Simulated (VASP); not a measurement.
Calculation: optB88-vdW, VASP's PBE PAW potentials (set 64) (plane waves; VASP).

VASP input:

**KPOINTS**
```
k-points along high-symmetry lines
10
Line-mode
Reciprocal
  0.000000   0.000000   0.000000 ! GAMMA
  0.000000   0.500000   0.000000 ! M

  0.000000   0.500000   0.000000 ! M
 -0.333333   0.666667   0.000000 ! K

 -0.333333   0.666667   0.000000 ! K
  0.000000   0.000000   0.000000 ! GAMMA

  0.000000   0.000000   0.000000 ! GAMMA
  0.000000   0.000000   0.500000 ! A

  0.000000   0.000000   0.500000 ! A
  0.000000   0.500000   0.500000 ! L

  0.000000   0.500000   0.500000 ! L
 -0.333333   0.666667   0.500000 ! H

 -0.333333   0.666667   0.500000 ! H
  0.000000   0.000000   0.500000 ! A

  0.000000   0.500000   0.500000 ! L
  0.000000   0.500000   0.000000 ! M

 -0.333333   0.666667   0.500000 ! H
 -0.333333   0.666667   0.000000 ! K
```

### POSCAR
```
CdSe
1
    2.1886095024    -3.7907826069     0.0000000000
    2.1886095024     3.7907826069     0.0000000000
    0.0000000000     0.0000000000     7.1355931400
Cd Se
2 2
Direct
  0.6666670000   0.3333330000   0.5000584384
  0.3333330000   0.6666670000   0.0000584384
  0.6666670000   0.3333330000   0.8759415616
  0.3333330000   0.6666670000   0.3759415616
```

### INCAR
```
# general
SYSTEM    =  CdSe
PREC      =  Accurate
ENCUT     =  520   # plane-wave cut-off (eV)
LREAL     =  .FALSE.
LASPH     =  .TRUE.   # aspherical one-centre terms
ICHARG    =  11

# electronic loop
EDIFF     =  1E-7   # SCF stop (eV)
NELM      =  100
ALGO      =  Normal   # blocked Davidson
LMAXMIX   =  4   # l cut-off of mixed one-centre charges

# smearing
ISMEAR    =  0   # Gaussian
SIGMA     =  0.05

# functional
GGA       =  BO
LUSE_VDW  =  .TRUE.
AGGAC     =  0.0
PARAM1    =  0.1833333333
PARAM2    =  0.22

# output
LWAVE     =  .FALSE.
LCHARG    =  .FALSE.
LORBIT    =  11   # lm-projected
```

POTCAR, in this order: Cd Se (PBE.64 set). Program: vasp_std. Read from the step before: CHGCAR.

The resulting files:

**OSZICAR**
```
       N       E                     dE             d eps       ncg     rms          rms(c)
DAV:   1     0.249454772727E+03    0.24945E+03   -0.17391E+04  3960   0.146E+03
DAV:   2     0.125001154793E+02   -0.23695E+03   -0.23223E+03  4470   0.347E+02
DAV:   3    -0.163838154025E+00   -0.12664E+02   -0.12587E+02  4644   0.792E+01
DAV:   4    -0.285805280616E+00   -0.12197E+00   -0.12188E+00  4440   0.741E+00
DAV:   5    -0.286996896621E+00   -0.11916E-02   -0.11914E-02  4710   0.653E-01
DAV:   6    -0.287018539970E+00   -0.21643E-04   -0.21643E-04  4560   0.770E-02
DAV:   7    -0.287019106194E+00   -0.56622E-06   -0.56620E-06  4752   0.102E-02
DAV:   8    -0.287019125437E+00   -0.19243E-07   -0.19300E-07  3608   0.160E-03
   1 F= -.28701913E+00 E0= -.28701913E+00  d E =-.156323E-09
```

File OUTCAR:
```
 val. band max:        0.4008081884   @ k =  -0.0000   0.0000   0.0000

 cond. band min:       0.8096310756   @ k =  -0.0000   0.0000   0.0000



 k-point     1 :       0.0000    0.0000    0.0000
  band No.  band energies     occupation
      1     -11.9673      2.00000
      2     -11.6348      2.00000
      3      -7.4219      2.00000
      4      -7.4155      2.00000
      5      -7.4155      2.00000
      6      -7.3575      2.00000
      7      -7.3575      2.00000
      8      -7.1390      2.00000
      9      -7.1390      2.00000
     10      -7.0860      2.00000
     11      -7.0860      2.00000
     12      -6.8555      2.00000
     13      -3.7076      2.00000
     14      -0.2921      2.00000
     15      -0.2921      2.00000
     16       0.3590      2.00000
     17       0.4008      2.00000
     18       0.4008      2.00000
     19       0.8096      0.00000
     20       2.4471      0.00000
     21       6.2041      0.00000
     22       6.2042      0.00000

 k-point     2 :       0.0000    0.0556    0.0000
  band No.  band energies     occupation
      1     -11.9587      2.00000
      2     -11.6308      2.00000
      3      -7.4198      2.00000
      4      -7.4124      2.00000
      5      -7.4082      2.00000
      6      -7.3540      2.00000
      7      -7.3534      2.00000
      8      -7.1404      2.00000
      9      -7.1391      2.00000
     10      -7.0888      2.00000
     11      -7.0854      2.00000
     12      -6.8503      2.00000
     13      -3.6899      2.00000
     14      -0.4431      2.00000
     15      -0.3298      2.00000
     16       0.0144      2.00000
     17       0.3413      2.00000
     18       0.3802      2.00000
     19       1.1878      0.00000
     20       2.6014      0.00000
     21       6.0816      0.00000
     22       6.2510      0.00000

 k-point     3 :       0.0000    0.1111    0.0000
  band No.  band energies     occupation
      1     -11.9336      2.00000
      2     -11.6193      2.00000
...
```

The density is held fixed in this step, so its total energy and stress have no physical meaning.

The compound is CdSe in the wurtzite structure. It was relaxed first, which changed the volume by +5 %.
